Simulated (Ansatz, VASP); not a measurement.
# HfN in two plane-wave programs, part 2 of 2

Wanted: the spread between two codes on one cell, functional and k mesh. The cell is taken from a series of runs on this material, whose earlier steps may have relaxed, scaled, displaced or heated it; both programs get it as it stands.

VASP 6.6.1 and Ansatz 0.2.0.

So far: Set-up; VASP: zone-centre phonons, LDA, pair 1; Ansatz: zone-centre phonons, LDA, pair 1; Differences.

### 5. Ansatz: zone-centre phonons, LDA, pair 2

Level of this step: Ansatz beside VASP: Kohn-Sham DFT, plane waves, LDA (Ansatz).

Second derivatives magnify differences that forces hide, and they need a tight electronic threshold. The cell compared in this pair holds 22.75 Å³, against 22.30 Å³ for the pair before.

The cell is taken from a series of runs on this material, whose earlier steps may have relaxed, scaled, displaced or heated it; both programs get it as it stands.

File input.yaml:

```yaml
crystal:
  lattice:
    - [0.0, 2.2488648524, 2.2488648524]
    - [2.2488648524, 0.0, 2.2488648524]
    - [2.2488648524, 2.2488648524, 0.0]
  atoms:
    - { symbol: "N", position: [0.5, 0.5, 0.5] }
    - { symbol: Hf, position: [0.0, 0.0, 0.0] }
kpoints:
  mp_grid: { grid: [16, 16, 16] }
hamiltonian:
  xc: lda
  pseudopotentials: { kind: paw, azcp: { folder: soft_1 }, xc_functional: pbe }
scf:
  occupations: { method: methfessel_paxton, width: 0.2 }
output:
  eigenvalues: true
phonons:
  method: dfpt
```

Run with:

```sh
ansatz run input.yaml --threads 4 --pin off --max-ram 10240MiB --backend cpu --events-out ev --progress --plain --runs-dir out
```

Numbers of over 12 decimals in the logs are rounded to 6 here.

What it wrote:

```text
[...]
Crystal: 2 atoms, lattice volume = 22.747 Å³
Basis set: ecut = 420 eV, 459 PW (Γ), exchange–correlation on 48×48×48 points (8 copies of the dense FFT grid, shifted against one another)
Bands: 20, of which v1, the nominal top of the filled ones, is band 16 counted from 1 (15 counted from 0)
Symmetry: 48 space group operations
k-points: 349 of 4096 (irreducible under 8 space group operations, time reversal used)
[...]
k-point 2: bands = [... 12 lower, 17.8631, 18.3635, 18.3635, 22.0310, 22.1724, 22.1724, 25.1270, 25.1444]
  k-point 348: bands = [... 12 lower, 15.9284, 16.6416, 16.6416, 23.2298, 23.2298, 27.6669, 27.7605, 28.2833]
[...]
ASR residual: 1.714e-5 → 0.000e0 eV/Å²; symmetrization residual: 1.102e-6 eV/Å²
  ASR residual per site (eV/Å²): 1.71e-5 8.30e-6
  Γ frequencies (cm⁻¹): 0.00 0.00 0.00 495.40 495.40 495.40
[...]
[key lines of the parts left out:]
SCF converged after 11 iterations
Free energy (F): -15855.269626 eV
Fermi energy:    22.089334 eV
```

### 6. VASP: zone-centre phonons, LDA, pair 2

The same cell, functional (in two slightly different forms), mesh and smearing now go to VASP, with its own data sets.

File INCAR:

```
SYSTEM = HfN
PREC = Accurate
ENCUT = 600
EDIFF = 1E-08
NELM = 120
ISMEAR = 1
SIGMA = 0.2
LREAL = .FALSE.
ALGO = Normal
GGA = CA
NBANDS = 13
LASPH = .TRUE.
LORBIT = 11
LWAVE = .FALSE.
LCHARG = .FALSE.
ISIF = 2
IBRION = 8
GGA_COMPAT = .FALSE.
KPAR = 2
```

File POSCAR:

```
HfN
1.0
    0.0000000000      2.2488648524      2.2488648524
    2.2488648524      0.0000000000      2.2488648524
    2.2488648524      2.2488648524      0.0000000000
N Hf
1 1
Direct
    0.5000000000      0.5000000000      0.5000000000
    0.0000000000      0.0000000000      0.0000000000
```

File KPOINTS:

```
Automatic mesh
0
Gamma
16 16 16
0 0 0
```

Potentials, in the order of the species: N and Hf_pv (LDA family, release 64).

Run with:

```sh
mpirun -np 2 vasp_std
```

What it wrote:

```text
[... set-up lines as in an earlier step ...]
 entering main loop
       N       E                     dE             d eps       ncg     rms          rms(c)
DAV:   1     0.409106590018E+02    0.40911E+02   -0.86791E+03  3786   0.122E+03
DAV:   2    -0.246806343002E+02   -0.65591E+02   -0.61663E+02  4965   0.252E+02
DAV:   3    -0.268321985914E+02   -0.21516E+01   -0.21322E+01  4554   0.363E+01
DAV:   4    -0.268423993714E+02   -0.10201E-01   -0.10199E-01  4145   0.287E+00
[...]
DAV:  12    -0.238601369328E+02   -0.28376E-06   -0.70268E-06  4670   0.242E-02    0.304E-03
DAV:  13    -0.238601369051E+02    0.27723E-07   -0.88575E-08  4369   0.292E-03    0.537E-03
DAV:  14    -0.238601369031E+02    0.19645E-08   -0.12080E-08  2778   0.994E-04
   1 F= -.23860137E+02 E0= -.23860115E+02  d E =-.652036E-04
 Linear response reoptimize wavefunctions to high precision
DAV:   1    -0.238601369028E+02    0.29377E-09   -0.90401E-10  3072   0.301E-04
DAV:   2    -0.238601369028E+02    0.86402E-11   -0.12943E-10  1965   0.100E-04
 Linear response DOF=           2
 Linear response progress:
[...]
RMM:  11    -0.229650401430E+00    0.36580E-07   -0.37119E-09 16292   0.658E-06    0.288E-05
RMM:  12    -0.229650413629E+00   -0.12199E-07   -0.52304E-09 14518   0.274E-06    0.653E-06
RMM:  13    -0.229650413396E+00    0.23301E-09   -0.22729E-09  9132   0.144E-06    0.244E-06
 first order change of Fermi-energy   0.33255E-04
 force on displaced ion       1 direction 1 : -11.865   0.000   0.000
 Linear response progress:
  Degree of freedom:   2/  2
       N       E                     dE             d eps       ncg     rms          rms(c)
RMM:   1    -0.206997103205E+00   -0.20700E+00    0.34567E+00 10537   0.113E+01
RMM:   2    -0.203897989985E+00    0.30991E-02   -0.26282E-02 13858   0.118E+00    0.617E-01
RMM:   3    -0.203398076974E+00    0.49991E-03   -0.66873E-04 16638   0.131E-01    0.325E-01
RMM:   4    -0.202934133480E+00    0.46394E-03   -0.70793E-05 18193   0.536E-02    0.147E-01
[...]
RMM:  13    -0.202684075687E+00   -0.15308E-08   -0.33081E-07 14449   0.101E-05    0.116E-05
RMM:  14    -0.202684076503E+00   -0.81596E-09   -0.17998E-07 12737   0.609E-06    0.966E-06
RMM:  15    -0.202684077369E+00   -0.86644E-09   -0.96601E-08 12505   0.411E-06    0.247E-06
 first order change of Fermi-energy   0.15291E-03
 force on displaced ion       2 direction 1 : -11.870   0.000   0.000
 Linear response finished
```

Parts of OUTCAR (step 6):

```text
  Total       -1.0022079     -1.0022079     -1.0022079     -0.0000000     -0.0000000      0.0000000
  in kB      -70.5908404    -70.5908404    -70.5908404     -0.0000000     -0.0000000      0.0000000
  external PRESSURE =     -70.5908404 kB  Pullay stress =       0.0000000 kB

 POSITION                                       TOTAL-FORCE (eV/Angst)
 -----------------------------------------------------------------------------------
      2.24886      2.24886      2.24886         0.000000     -0.000000     -0.000000
      0.00000      0.00000      0.00000        -0.000000      0.000000      0.000000
 -----------------------------------------------------------------------------------
    total drift:                                0.000000      0.000000      0.000000

[... 1 part as in an earlier step ...]

[... 1 further part left out ...]
```

### 7. Differences

What differs besides the data sets and the points named for the pairs above, as far as they apply: the data sets hold 31 valence electrons in Ansatz (on its PAW soft_1 files) and 15 in VASP. Total energies have different zeros and are not compared.

Compared:

```csv
quantity,Ansatz,VASP,difference
optical mode 1 to 3 (cm⁻¹),495.4,498.5,-0.63 %
```

Modes are paired by rising frequency, not by their patterns, so a pair may set unlike modes beside each other; they are those without the splitting of longitudinal modes.

### 8. Results

| Quantity | Value |
| --- | --- |
| r.m.s. difference of the optical zone-centre modes, each program's sorted by frequency (zone-centre phonons, LDA, pair 1) | 3.6 cm⁻¹ |
| difference in optical mode 1 to 3 (zone-centre phonons, LDA, pair 1) | -0.7 % |
| r.m.s. difference of the optical zone-centre modes, each program's sorted by frequency (zone-centre phonons, LDA, pair 2) | 3.1 cm⁻¹ |
| difference in optical mode 1 to 3 (zone-centre phonons, LDA, pair 2) | -0.6 % |

**Reading.** The r.m.s. difference of the optical zone-centre modes, each program's sorted by frequency is 3.6 cm⁻¹ (zone-centre phonons, LDA, pair 1). The data sets hold unlike numbers of valence electrons (31 in Ansatz and 15 in VASP), so part of the differences comes from the potentials. Among the rows given in per cent, the largest difference of the zone-centre phonons, LDA, pair 1 pair is in optical mode 1 to 3, -0.7 %. Among the rows given in per cent, the largest difference of the zone-centre phonons, LDA, pair 2 pair is in optical mode 1 to 3, -0.6 %. Such differences can come from data sets, numerical settings and the points named under the comparisons, not from the functional's error against experiment.

[Lines on the potential files, build, host, timing and source positions are cut from VASP's logs without a mark.]

[Logs are printed without paths, hosts, clocks, repeated set-up lines and the standing remarks that a program may print on its own settings, such as how far it seeks lower states.]

[Hosts, paths, dates, database ids (printed as entryN), source tags and the programs' standing remarks are cut or masked in the printed files.]
